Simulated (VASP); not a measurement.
Computed with PBEsol GGA, VASP's PBE PAW potentials (set 64) (plane waves; VASP).

VASP ran on this input.

File POSCAR:
```
PdIn(110) slab
1
    4.5961940000     0.0000000000     0.0000000000
    0.0000000000     3.2500000000     0.0000000000
    0.0000000000     0.0000000000    24.1923880000
In Pd
4 4
Direct
  0.7500000000   0.5000000000   0.3528121489
  0.2500000000   0.5000000000   0.4512975200
  0.7500000000   0.5000000000   0.5487024800
  0.2500000000   0.5000000000   0.6471878511
  0.2500000000   0.0000000000   0.3621330752
  0.7500000000   0.0000000000   0.4558324798
  0.2500000000   0.0000000000   0.5441675202
  0.7500000000   0.0000000000   0.6378669248
```

### INCAR
```
ALGO  =  Normal
DIPOL  =  0.5 0.5 0.5
EDIFF  =  1E-6
ENCUT  =  400
GGA  =  PS
IDIPOL  =  3
ISMEAR  =  1
LASPH  =  T
LCHARG  =  F
LDIPOL  =  T
LMAXMIX  =  4
LORBIT  =  11
LREAL  =  F
LVHAR  =  T
LWAVE  =  F
NELM  =  100
NELMIN  =  4
PREC  =  Normal
SIGMA  =  0.1
SYSTEM  =  PdIn(110) slab
```

KPOINTS:
```
kpoints
0
Gamma
6 9 1
```

POTCAR, in this order: In_d Pd (PBE.64 set). Program: vasp_std. Read from the step before: WAVECAR.

The run wrote:

OSZICAR:
```
       N       E                     dE             d eps       ncg     rms          rms(c)
DAV:   1    -0.383119329356E+02   -0.38312E+02   -0.18537E-04  2462   0.118E-01    0.270E-02
DAV:   2    -0.383119228878E+02    0.10048E-04   -0.30355E-04  2403   0.200E-01    0.306E-02
DAV:   3    -0.383119033460E+02    0.19542E-04   -0.59331E-05  2241   0.826E-02    0.495E-03
DAV:   4    -0.383119036827E+02   -0.33676E-06   -0.99159E-06  2277   0.164E-02
   1 F= -.38311904E+02 E0= -.38311322E+02  d E =-.174481E-02
```

**OUTCAR**
```
------------------------ aborting loop because EDIFF is reached ----------------------------------------
  FORCE on cell =-STRESS in cart. coord.  units (eV):
  Direction    XX          YY          ZZ          XY          YZ          ZX
  --------------------------------------------------------------------------------------
  Total       -6.7050010     -4.6379621     -0.2976858      0.0000000      0.0000000      0.0000000
  in kB      -29.7268561    -20.5625668     -1.3198006      0.0000000      0.0000000      0.0000000
  external PRESSURE =     -17.2030745 kB  Pullay stress =       0.0000000 kB
  volume of cell :      361.38
      direct lattice vectors                 reciprocal lattice vectors
     4.596194000  0.000000000  0.000000000     0.217571321  0.000000000  0.000000000
     0.000000000  3.250000000  0.000000000     0.000000000  0.307692308  0.000000000
     0.000000000  0.000000000 24.192388000     0.000000000  0.000000000  0.041335316
 POSITION                                       TOTAL-FORCE (eV/Angst)
 -----------------------------------------------------------------------------------
      3.44715      1.62500      8.53537        -0.000000     -0.000000     -0.010804
      1.14905      1.62500     10.91796         0.000000      0.000000     -0.007291
      3.44715      1.62500     13.27442        -0.000000     -0.000000      0.007291
      1.14905      1.62500     15.65702         0.000000     -0.000000      0.010804
      1.14905      0.00000      8.76086         0.000000     -0.000000      0.021608
      3.44715      0.00000     11.02768        -0.000000     -0.000000     -0.011902
      1.14905      0.00000     13.16471        -0.000000     -0.000000      0.011902
      3.44715      0.00000     15.43152        -0.000000     -0.000000     -0.021608
 -----------------------------------------------------------------------------------
    total drift:                                0.000000     -0.000000      0.000000
  FREE ENERGIE OF THE ION-ELECTRON SYSTEM (eV)
  ---------------------------------------------------
  free  energy   TOTEN  =       -38.3119036827 eV

  energy  without entropy=      -38.3101588759  energy(sigma->0) =      -38.31132208

 total charge

# of ion       s       p       d       tot
------------------------------------------
    1        0.882   0.606   9.870  11.358
    2        0.817   0.774   9.912  11.503
    3        0.817   0.774   9.912  11.503
    4        0.882   0.606   9.870  11.358
    5        0.423   0.361   8.609   9.393
    6        0.425   0.411   8.648   9.484
    7        0.425   0.411   8.648   9.484
    8        0.423   0.361   8.609   9.393
--------------------------------------------------
tot          5.095   4.304  74.077  83.476
```
(Selected blocks of OUTCAR.)

File OUTCAR:
```
 val. band max:        1.2099742265   @ k =   0.5000   0.0000   0.0000

 cond. band min:       1.2426319319   @ k =   0.1667   0.3333   0.0000


 Fermi energy:         1.2401796941

 k-point     1 :       0.0000    0.0000    0.0000
  band No.  band energies     occupation
      1     -13.6094      2.00000
      2     -13.5335      2.00000
      3     -13.5255      2.00000
      4     -13.5054      2.00000
      5     -13.3457      2.00000
      6     -13.3440      2.00000
      7     -13.3364      2.00000
      8     -13.3239      2.00000
      9     -13.3207      2.00000
     10     -13.2976      2.00000
     11     -13.2683      2.00000
     12     -13.2662      2.00000
     13     -13.1315      2.00000
     14     -13.1223      2.00000
     15     -13.0658      2.00000
     16     -13.0593      2.00000
     17     -13.0572      2.00000
     18     -13.0527      2.00000
     19     -13.0515      2.00000
     20     -12.9929      2.00000
     21      -8.5576      2.00000
     22      -7.2987      2.00000
     23      -5.8065      2.00000
     24      -5.0499      2.00000
     25      -2.7346      2.00000
     26      -2.5886      2.00000
     27      -2.5807      2.00000
     28      -2.4759      2.00000
     29      -2.2461      2.00000
     30      -2.1860      2.00000
     31      -1.8139      2.00000
     32      -1.6118      2.00000
     33      -1.5521      2.00000
     34      -1.5275      2.00000
     35      -1.4570      2.00000
     36      -1.4563      2.00000
     37      -1.2212      2.00000
     38      -1.0771      2.00000
     39      -1.0511      2.00000
     40      -1.0509      2.00000
     41      -0.9806      2.00000
     42      -0.9016      2.00000
     43      -0.7806      2.00000
     44      -0.7566      2.00000
     45      -0.1490      2.00000
     46      -0.0892      2.00000
     47       1.5647     -0.00004
     48       3.1983     -0.00000
     49       3.3701      0.00000
     50       3.6900      0.00000
     51       4.4749      0.00000
...
```

Unless said otherwise, spin-orbit coupling is left out, though it shifts the bands of the heavy elements here.

The cell is a thin slab with vacuum, built from PdIn (CsCl type): (110) face.
